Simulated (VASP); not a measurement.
Given:

```
CELL_PARAMETERS angstrom
      0.00000     3.26569     3.26569
      3.26569     0.00000     3.26569
      3.26569     3.26569     0.00000
ATOMIC_POSITIONS crystal
  Te 0.50000 0.50000 0.50000
  Pb 0.00000 0.00000 0.00000
```

Method: PBE GGA with D3 dispersion (Becke-Johnson damping), VASP's PBE PAW potentials (set 64) (plane waves; VASP 6.6.1). Run with 520 eV cut-off, 7×7×7 Γ-centred mesh, Gaussian smearing of 0.050 eV, potentials Te Pb_d.

Q: Give the stress tensor in GPa (positive for a compressed cell).

A: 
```
-1.16   0.00   0.00
 0.00  -1.16   0.00
 0.00   0.00  -1.16
```
The pressure is its mean diagonal, -1.16 GPa.

The compound is PbTe in the rock salt structure. This cell is one point of a volume scan, at 1.03 of the reference volume.
